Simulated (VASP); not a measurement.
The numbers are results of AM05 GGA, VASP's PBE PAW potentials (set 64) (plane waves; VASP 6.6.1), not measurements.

A VASP calculation is set up with these files.

INCAR:
```
PREC = Accurate
NSW = 60
ISIF = 3   ! ions, shape and volume
IBRION = 2   ! conjugate gradients
LREAL = F
LMAXMIX = 6
ENCUT = 520   ! plane-wave cut-off (eV)
EDIFF = 1E-6   ! SCF stop (eV)
SIGMA = 0.05   ! width (eV)
LCHARG = F
GGA = AM   ! AM05
EDIFFG = -0.01   ! ionic stop
ISMEAR = 0   ! Gaussian
LWAVE = F
LASPH = T   ! aspherical one-centre terms
NELM = 100
SYSTEM = HgTe
ALGO = Normal   ! blocked Davidson
```

File POSCAR:
```
HgTe
1
    0.0000000000     3.2300000000     3.2300000000
    3.2300000000     0.0000000000     3.2300000000
    3.2300000000     3.2300000000     0.0000000000
Hg Te
1 1
Direct
  0.0000000000   0.0000000000   0.0000000000
  0.2500000000   0.2500000000   0.2500000000
```

**KPOINTS**
```
Automatic mesh
0
Gamma
7 7 7
0 0 0
```

POTCAR, in this order: Hg Te (PBE.64 set). Program: vasp_std.

Output of the run:

### OSZICAR
```
       N       E                     dE             d eps       ncg     rms          rms(c)
DAV:   1     0.110127224967E+03    0.11013E+03   -0.83519E+03   520   0.121E+03
DAV:   2     0.423370098225E+00   -0.10970E+03   -0.10447E+03   575   0.267E+02
DAV:   3    -0.400298226865E+01   -0.44264E+01   -0.44075E+01   615   0.564E+01
DAV:   4    -0.404676373112E+01   -0.43781E-01   -0.43774E-01   719   0.518E+00
DAV:   5    -0.404696359176E+01   -0.19986E-03   -0.19986E-03   638   0.298E-01    0.814E+00
DAV:   6    -0.384221287156E+01    0.20475E+00   -0.48867E-01   595   0.104E+01    0.635E+00
DAV:   7    -0.383242371232E+01    0.97892E-02   -0.11624E-01   593   0.270E+00    0.213E+00
DAV:   8    -0.383117733945E+01    0.12464E-02   -0.12815E-02   555   0.154E+00    0.636E-01
DAV:   9    -0.383117596142E+01    0.13780E-05   -0.90578E-04   605   0.366E-01    0.149E-01
DAV:  10    -0.383121984279E+01   -0.43881E-04   -0.10628E-04   560   0.103E-01    0.487E-02
DAV:  11    -0.383124635349E+01   -0.26511E-04   -0.64516E-05   570   0.683E-02    0.500E-02
DAV:  12    -0.383124369529E+01    0.26582E-05   -0.55408E-06   590   0.282E-02    0.249E-02
DAV:  13    -0.383124355675E+01    0.13854E-06   -0.12944E-06   458   0.698E-03
   1 F= -.38312436E+01 E0= -.38311311E+01  d E =-.383124E+01
       N       E                     dE             d eps       ncg     rms          rms(c)
DAV:   1    -0.423639525748E+01   -0.40515E+00   -0.82784E+00   560   0.362E+01    0.563E+00
DAV:   2    -0.389091180888E+01    0.34548E+00   -0.85950E-01   535   0.138E+01    0.191E+00
DAV:   3    -0.385173405944E+01    0.39178E-01   -0.95161E-02   565   0.320E+00    0.184E+00
DAV:   4    -0.384411760965E+01    0.76164E-02   -0.11872E-02   550   0.745E-01    0.425E-01
DAV:   5    -0.384348090052E+01    0.63671E-03   -0.18163E-03   588   0.496E-01    0.278E-01
DAV:   6    -0.384350560445E+01   -0.24704E-04   -0.25752E-04   540   0.145E-01    0.122E-01
DAV:   7    -0.384350039660E+01    0.52079E-05   -0.14664E-04   600   0.151E-01    0.131E-02
DAV:   8    -0.384350784646E+01   -0.74499E-05   -0.19097E-05   540   0.425E-02    0.118E-02
DAV:   9    -0.384350920336E+01   -0.13569E-05   -0.30725E-06   577   0.111E-02    0.433E-03
DAV:  10    -0.384350925457E+01   -0.51211E-07   -0.87786E-08   280   0.356E-03
   2 F= -.38435093E+01 E0= -.38433968E+01  d E =-.122657E-01
       N       E                     dE             d eps       ncg     rms          rms(c)
DAV:   1    -0.386547517617E+01   -0.21966E-01   -0.42642E-01   565   0.801E+00    0.106E+00
DAV:   2    -0.384674297047E+01    0.18732E-01   -0.49553E-02   550   0.336E+00    0.344E-01
DAV:   3    -0.384488300136E+01    0.18600E-02   -0.55237E-03   540   0.724E-01    0.338E-01
DAV:   4    -0.384461242309E+01    0.27058E-03   -0.64833E-04   560   0.218E-01    0.539E-02
DAV:   5    -0.384458910131E+01    0.23322E-04   -0.10146E-04   558   0.129E-01    0.549E-02
DAV:   6    -0.384459132128E+01   -0.22200E-05   -0.20789E-05   570   0.472E-02    0.216E-02
DAV:   7    -0.384459013714E+01    0.11841E-05   -0.62180E-06   565   0.330E-02    0.393E-03
DAV:   8    -0.384459044319E+01   -0.30605E-06   -0.78069E-07   403   0.765E-03
   3 F= -.38445904E+01 E0= -.38444780E+01  d E =-.133469E-01
```

**OUTCAR**
```
------------------------ aborting loop because EDIFF is reached ----------------------------------------
  FORCE on cell =-STRESS in cart. coord.  units (eV):
  Direction    XX          YY          ZZ          XY          YZ          ZX
  --------------------------------------------------------------------------------------
  Total       -0.0013097     -0.0013097     -0.0013097      0.0000000      0.0000000      0.0000000
  in kB       -0.0299512     -0.0299512     -0.0299512      0.0000000      0.0000000      0.0000000
  external PRESSURE =      -0.0299512 kB  Pullay stress =       0.0000000 kB
  volume of cell :       70.06
      direct lattice vectors                 reciprocal lattice vectors
    -0.000000000  3.272029743  3.272029743    -0.152810347  0.152810347  0.152810347
     3.272029743 -0.000000000  3.272029743     0.152810347 -0.152810347  0.152810347
     3.272029743  3.272029743  0.000000000     0.152810347  0.152810347 -0.152810347
 POSITION                                       TOTAL-FORCE (eV/Angst)
 -----------------------------------------------------------------------------------
      0.00000      0.00000      0.00000        -0.000000     -0.000000     -0.000000
      1.63601      1.63601      1.63601         0.000000      0.000000      0.000000
 -----------------------------------------------------------------------------------
    total drift:                               -0.000000     -0.000000     -0.000000
  FREE ENERGIE OF THE ION-ELECTRON SYSTEM (eV)
  ---------------------------------------------------
  free  energy   TOTEN  =        -3.8445904432 eV

  energy  without entropy=       -3.8443655710  energy(sigma->0) =       -3.84447801

 reached required accuracy - stopping structural energy minimisation
```
(Selected blocks of OUTCAR.)

CONTCAR:
```
HgTe
   1.00000000000000
    -0.0000000000000000    3.2720297432549263    3.2720297432549263
     3.2720297432549263   -0.0000000000000000    3.2720297432549263
     3.2720297432549263    3.2720297432549263    0.0000000000000000
  Hg              Te
     1     1
Direct
     0.0000000000000000    0.0000000000000000    0.0000000000000000
     0.2500000000000000    0.2500000000000000    0.2500000000000000
```

Energy and stress use the plane-wave basis of the starting cell.

The compound is HgTe in the zinc blende structure. This run relaxes it. Symmetry was kept, so distortions that lower it aren't found.
